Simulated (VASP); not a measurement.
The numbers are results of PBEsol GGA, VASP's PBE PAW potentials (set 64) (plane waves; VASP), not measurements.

VASP ran on this input.

**INCAR**
```
SYSTEM = TiC
PREC = Accurate; ENCUT = 530; LREAL = .False.
LASPH = .True.
EDIFF = 1E-6; NELM = 100; ALGO = Normal
LMAXMIX = 4
ISMEAR = 1; SIGMA = 0.1
GGA = PS
IBRION = 2; NSW = 60; ISIF = 3
EDIFFG = -0.01
LWAVE = .False.; LCHARG = .False.
```

File POSCAR:
```
TiC
1.0
  0.0000000000   2.1650000000   2.1650000000
  2.1650000000   0.0000000000   2.1650000000
  2.1650000000   2.1650000000   0.0000000000
Ti C
1 1
Direct
  0.0000000000   0.0000000000   0.0000000000
  0.5000000000   0.5000000000   0.5000000000
```

**KPOINTS**
```
Automatic
0
G
13 13 13
0 0 0
```

POTCAR, in this order: Ti_sv C (PBE.64 set). Program: vasp_std.

Energy and stress use the plane-wave basis of the starting cell.

Q: What does the run give for the energy per atom (σ→0), volume per atom, band gap (on the k-mesh)?

A: 
```
Item                                                         Value
------------------------  ----------------------------------------
energy per atom (σ→0)                               -9.901 eV/atom
band gap (on the k-mesh)  none (metal, semimetal or under 0.01 eV)
volume per atom                                      9.90 Å^3/atom
```

### OSZICAR
```
...
DAV:   4    -0.197970612920E+02   -0.12778E-02   -0.46670E-02  2168   0.215E+00    0.287E-01
DAV:   5    -0.198012707886E+02   -0.42095E-02   -0.62314E-03  2620   0.689E-01    0.105E-01
DAV:   6    -0.198020809988E+02   -0.81021E-03   -0.22288E-03  2840   0.260E-01    0.760E-02
DAV:   7    -0.198021918906E+02   -0.11089E-03   -0.74972E-04  2460   0.267E-01    0.986E-02
DAV:   8    -0.198022226712E+02   -0.30781E-04   -0.24680E-04  2084   0.202E-01    0.984E-03
DAV:   9    -0.198022267474E+02   -0.40762E-05   -0.81104E-06  2448   0.279E-02    0.851E-03
DAV:  10    -0.198022259768E+02    0.77059E-06   -0.22942E-06  1800   0.119E-02
   3 F= -.19802226E+02 E0= -.19802117E+02  d E =-.974407E-02
```

The compound is TiC in the rock salt structure. This run relaxes it. Symmetry was kept, so distortions that lower it aren't found.
